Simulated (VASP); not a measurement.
```xyz
2
Lattice="0.0000 3.0936 3.0936 3.0936 0.0000 3.0936 3.0936 3.0936 0.0000" Properties=species:S:1:pos:R:3 pbc="T T T"
Sn     0.0000     0.0000     0.0000
Te     3.0936     3.0936     3.0936
```

Method: PBE GGA, VASP's PBE PAW potentials (set 64) (plane waves; VASP). Numerical set-up: 300 eV cut-off, 5×5×5 Γ-centred mesh, Fermi-Dirac smearing of 0.010 eV, potentials Sn_d Te.

At this cut-off the stress carries a Pulay error, which pulls relaxed volumes low.

Give the stress tensor in GPa (positive for a compressed cell).

```
5.04  0.00  0.00
0.00  5.04  0.00
0.00  0.00  5.04
```
The pressure is its mean diagonal, 5.04 GPa.

The structure is a typed SnTe crystal (Fm-3m). The cell was not relaxed at this level.
